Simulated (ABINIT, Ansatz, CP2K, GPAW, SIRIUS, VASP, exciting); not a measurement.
## Cd2S: programs and potentials compared

```xyz
3
Lattice="3.9627 0.0000 0.0000 -1.9813 3.4318 0.0000 0.0000 0.0000 5.8092" Properties=species:S:1:pos:R:3 pbc="T T T"
Cd    0.0000    2.2878    5.4183
Cd    1.9813    1.1439    3.3620
S     0.0000    2.2878    2.1245
```

The cell comes from a database or a generator and needn't be the stable form of this composition.

Alike in all runs: task single point; functional PBEsol; k mesh 8 × 8 × 5; occupations fermi-dirac, width 0.05 eV; no spin polarisation; no spin-orbit coupling. Pressure is positive in compression and, in plane waves, holds the error of the finite cutoff.

```csv
program and potentials,plane-wave cutoff (eV),notes,pressure (GPa),largest force (eV/Å)
"exciting, all-electron LAPW+lo, shipped species files, valence relativity iora*",-,-,-,0.123
"ABINIT, JTH PAW PBE v2.0",599,potentials made for PBE; 10 valence electrons an atom on average,-3.01,0.135
"GPAW, PAW data sets generated for this functional",600,10 valence electrons an atom on average,-3.25,0.138
"Ansatz, all-electron LAPW, scalar-relativistic",-,-,-3.00,0.143
"VASP, PBE PAW files Cd, S, 520 eV",520,potentials made for PBE; 10 valence electrons an atom on average,-2.73,0.119
"SIRIUS, PseudoDojo 0.4.1 PBEsol standard (scalar relativistic)",1388,15.33 valence electrons an atom on average,-3.00,0.153
"CP2K, POTENTIAL_UZH Cd GTH-PBE-q12, S GTH-PBE-q6; TZVP-MOLOPT-PBE-GTH basis",-,atomic basis; potentials made for PBE; 10 valence electrons an atom on average,-2.50,0.115
```

Force on atom 2 (Cd), eV/Å:

```tsv
program and potentials	x	y	z
exciting, all-electron LAPW+lo, shipped species files, valence relativity iora*	0.000	0.000	-0.123
ABINIT, JTH PAW PBE v2.0	0.000	0.000	-0.135
GPAW, PAW data sets generated for this functional	0.000	0.000	-0.138
Ansatz, all-electron LAPW, scalar-relativistic	0.000	0.000	-0.143
VASP, PBE PAW files Cd, S, 520 eV	0.000	0.000	-0.119
SIRIUS, PseudoDojo 0.4.1 PBEsol standard (scalar relativistic)	0.000	0.000	-0.153
CP2K, POTENTIAL_UZH Cd GTH-PBE-q12, S GTH-PBE-q6; TZVP-MOLOPT-PBE-GTH basis	0.000	0.000	-0.095
```

The pressure spans -3.25 (GPAW, PAW data sets generated for this functional) to -2.50 GPa (CP2K, POTENTIAL_UZH Cd GTH-PBE-q12, S GTH-PBE-q6; TZVP-MOLOPT-PBE-GTH basis), with all-electron results at -3.00. Rows in atomic bases carry the error of their basis and grid, which can be large.

The functional is the same throughout but for its coding, so the spread measures potentials, basis and numerics; runs on potential files found faulty are left out.
